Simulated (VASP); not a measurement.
All values below come from revPBE GGA, VASP's PBE PAW potentials (set 64) (plane waves; VASP).

The input files of a VASP run:

**POSCAR**
```
Re
1
    1.3905313099    -2.4084707611    -0.0000000000
    1.3905313099     2.4084707611     0.0000000000
    0.0000000000    -0.0000000000     4.4913083877
Re
2
Direct
  0.3333330000   0.6666670000   0.2500000000
  0.6666670000   0.3333330000   0.7500000000
```

File KPOINTS:
```
k-points along high-symmetry lines
10
Line-mode
Reciprocal
  0.000000   0.000000   0.000000 ! GAMMA
  0.000000   0.500000   0.000000 ! M

  0.000000   0.500000   0.000000 ! M
 -0.333333   0.666667   0.000000 ! K

 -0.333333   0.666667   0.000000 ! K
  0.000000   0.000000   0.000000 ! GAMMA

  0.000000   0.000000   0.000000 ! GAMMA
  0.000000   0.000000   0.500000 ! A

  0.000000   0.000000   0.500000 ! A
  0.000000   0.500000   0.500000 ! L

  0.000000   0.500000   0.500000 ! L
 -0.333333   0.666667   0.500000 ! H

 -0.333333   0.666667   0.500000 ! H
  0.000000   0.000000   0.500000 ! A

  0.000000   0.500000   0.500000 ! L
  0.000000   0.500000   0.000000 ! M

 -0.333333   0.666667   0.500000 ! H
 -0.333333   0.666667   0.000000 ! K
```

INCAR:
```
SYSTEM  =  Re
PREC  =  Accurate; ENCUT  =  520; LREAL  =  .False.
LASPH  =  .True.; ICHARG  =  11
EDIFF  =  1E-7; NELM  =  100; ALGO  =  Normal
LMAXMIX  =  6
ISMEAR  =  0; SIGMA  =  0.05
GGA  =  RE
LWAVE  =  .False.; LCHARG  =  .False.; LORBIT  =  11
```

POTCAR, in this order: Re (PBE.64 set). Program: vasp_std. Read from the step before: CHGCAR.

The run wrote:

File OUTCAR:
```
 ion  position               nearest neighbor table
   1  0.333  0.667  0.250-   2 2.76   2 2.76   2 2.76   2 2.76   2 2.76   2 2.76
   2  0.667  0.333  0.750-   1 2.76   1 2.76   1 2.76   1 2.76   1 2.76   1 2.76
  LATTYP: Found a hexagonal cell.
 ALAT       =     2.7810625183
 C/A-ratio  =     1.6149613172
 Subroutine PRICEL returns:
 Original cell was already a primitive cell.
 Subroutine GETGRP returns: Found 24 space group operations
The static configuration has the point symmetry D_3d.
 The point group associated with its full space group is D_6h.
The dynamic configuration has the point symmetry D_3d.
 Subroutine INISYM returns: Found 24 space group operations
   k-points           NKPTS =     90   k-points in BZ     NKDIM =     90   number of bands    NBANDS=     11
   number of dos      NEDOS =    301   number of ions     NIONS =      2
   total plane-waves  NPLWV =  20736
   dimension x,y,z NGX =    24 NGY =   24 NGZ =   36
   dimension x,y,z NGXF=    48 NGYF=   48 NGZF=   72
   ions per type =               2
   PREC   = accura    normal or accurate (medium, high low for compatibility)
   ISTART =      0    job   : 0-new  1-cont  2-samecut
   ICHARG =     11    charge: 1-file 2-atom 10-const
   ISPIN  =      1    spin polarized calculation?
   LNONCOLLINEAR =      F non collinear calculations
   LSORBIT =      F    spin-orbit coupling
   INIWAV =      1    electr: 0-lowe 1-rand  2-diag
   ENCUT  =  520.0 eV  38.22 Ry    6.18 a.u.   5.17  5.17  8.35*2*pi/ulx,y,z
   NELM   =    100;   NELMIN=  2; NELMDL= -5     # of ELM steps
   EDIFF  = 0.1E-06   stopping-criterion for ELM
   LREAL  =      F    real-space projection
   NLSPLINE    = F    spline interpolate recip. space projectors
   LMAXMIX     =    6 max onsite mixed and CHGCAR
   VOSKOWN=      0    Vosko Wilk Nusair interpolation
   EDIFFG = 0.1E-05   stopping-criterion for IOM
   NSW    =      0    number of steps for IOM
   NBLOCK =      1;   KBLOCK =      1    inner block; outer block
   IBRION =     -1    ionic relax: 0-MD 1-quasi-New 2-CG
   NFREE  =      0    steps in history (QN), initial steepest desc. (CG)
   ISIF   =      2    stress and relaxation
   ISYM   =      2    0-nonsym 1-usesym 2-fastsym
...
```

### OSZICAR
```
       N       E                     dE             d eps       ncg     rms          rms(c)
DAV:   1     0.287456902661E+02    0.28746E+02   -0.68945E+03  3580   0.155E+03
DAV:   2    -0.174662308232E+02   -0.46212E+02   -0.39788E+02  3188   0.297E+02
DAV:   3    -0.233351694865E+02   -0.58689E+01   -0.46908E+01  3358   0.224E+02
DAV:   4    -0.237383648273E+02   -0.40320E+00   -0.33623E+00  3646   0.248E+01
DAV:   5    -0.237594923263E+02   -0.21127E-01   -0.20063E-01  3417   0.371E+00
DAV:   6    -0.237602971265E+02   -0.80480E-03   -0.80187E-03  3384   0.678E-01
DAV:   7    -0.237603905340E+02   -0.93408E-04   -0.93216E-04  3429   0.148E-01
DAV:   8    -0.237603970418E+02   -0.65078E-05   -0.64938E-05  3268   0.271E-02
DAV:   9    -0.237603979019E+02   -0.86014E-06   -0.86145E-06  3170   0.910E-03
DAV:  10    -0.237603979865E+02   -0.84573E-07   -0.84797E-07  2814   0.291E-03
   1 F= -.23760398E+02 E0= -.23758784E+02  d E =-.322702E-02
```

### OUTCAR
```
 val. band max:        7.7121749445   @ k =   0.0000   0.1111   0.0000

 cond. band min:       7.7500858963   @ k =  -0.3333   0.6667   0.5000



 k-point     1 :       0.0000    0.0000    0.0000
  band No.  band energies     occupation
      1      -2.0376      2.00000
      2       1.2122      2.00000
      3       6.1472      2.00000
      4       6.1505      2.00000
      5       6.1505      2.00000
      6       6.9568      2.00000
      7       6.9568      2.00000
      8       7.8573      0.00007
      9       7.8574      0.00007
     10       8.2322      0.00000
     11      10.9301      0.00000

 k-point     2 :       0.0000    0.0556    0.0000
  band No.  band energies     occupation
      1      -1.9140      2.00000
      2       1.3287      2.00000
      3       5.7939      2.00000
      4       6.2629      2.00000
      5       6.4624      2.00000
      6       6.8681      2.00000
      7       7.0628      2.00000
      8       7.5958      1.99939
      9       7.7618      0.20565
     10       7.9346      0.00000
     11      10.9945      0.00000

 k-point     3 :       0.0000    0.1111    0.0000
  band No.  band energies     occupation
      1      -1.5534      2.00000
      2       1.6565      2.00000
      3       5.3794      2.00000
      4       6.5762      2.00000
      5       6.5963      2.00000
      6       6.6977      2.00000
      7       6.8577      2.00000
      8       7.3767      2.00000
      9       7.5104      2.00000
     10       7.7122      1.10896
     11      11.1549      0.00000

 k-point     4 :       0.0000    0.1667    0.0000
  band No.  band energies     occupation
      1      -0.9880      2.00000
      2       2.1146      2.00000
      3       4.9725      2.00000
      4       5.7198      2.00000
      5       6.2690      2.00000
      6       7.1384      2.00000
      7       7.1745      2.00000
      8       7.2957      2.00000
      9       7.4606      2.00000
     10       7.8833      0.00000
...
```

The density is held fixed in this step, so its total energy and stress have no physical meaning. Unless said otherwise, spin-orbit coupling is left out, though it shifts the bands of the heavy elements here.

The compound is Re in the hcp structure. It was relaxed first.
